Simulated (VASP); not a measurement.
Input:

```yaml
crystal:
  lattice:
    - [5.56831, 0.00000, 0.00000]
    - [0.00000, 5.56831, 0.00000]
    - [0.00000, 0.00000, 8.85972]
  atoms:
    - { symbol: Ru, position: [0.00000, 0.50000, 0.37253] }
    - { symbol: Ru, position: [0.50000, 0.00000, 0.62747] }
    - { symbol: Ru, position: [0.00000, 0.50000, 0.87253] }
    - { symbol: Ru, position: [0.50000, 0.00000, 0.12747] }
    - { symbol: Ru, position: [0.50000, 0.50000, 0.25000] }
    - { symbol: Ru, position: [0.50000, 0.50000, 0.75000] }
    - { symbol: Ru, position: [0.00000, 0.00000, 0.00000] }
    - { symbol: Ru, position: [0.00000, 0.00000, 0.50000] }
    - { symbol: Si, position: [0.20365, 0.35558, 0.09312] }
    - { symbol: Si, position: [0.35558, 0.79635, 0.90688] }
    - { symbol: Si, position: [0.79635, 0.64442, 0.09312] }
    - { symbol: Si, position: [0.64442, 0.20365, 0.90688] }
    - { symbol: Si, position: [0.79635, 0.35558, 0.59312] }
    - { symbol: Si, position: [0.64442, 0.79635, 0.40688] }
    - { symbol: Si, position: [0.20365, 0.64442, 0.59312] }
    - { symbol: Si, position: [0.35558, 0.20365, 0.40688] }
    - { symbol: Si, position: [0.17138, 0.17138, 0.75000] }
    - { symbol: Si, position: [0.17138, 0.82862, 0.25000] }
    - { symbol: Si, position: [0.82862, 0.82862, 0.75000] }
    - { symbol: Si, position: [0.82862, 0.17138, 0.25000] }
```

The numbers are results of r2SCAN meta-GGA, VASP's PBE PAW potentials (set 64) (plane waves; VASP), not measurements. Run with LREAL = Auto, 400 eV cut-off, 5×5×3 Γ-centred mesh, tetrahedra with Blöchl corrections, potentials Ru_pv Si.

Task: What does the run give for the energy per atom (σ→0), band gap (over mesh and band path) with the smallest direct gap where there is one?

Result: 
| Item | Value |
|---|---|
| band gap (over mesh and band path) | 0.53 eV |
| smallest direct gap (over mesh and band path) | 0.53 eV |
| energy per atom (σ→0) | -16.027 eV/atom |

The structure comes from a measured Si3Ru2 entry (P-4c2) of the Crystallography Open Database, whose conditions weren't checked. It was relaxed first.
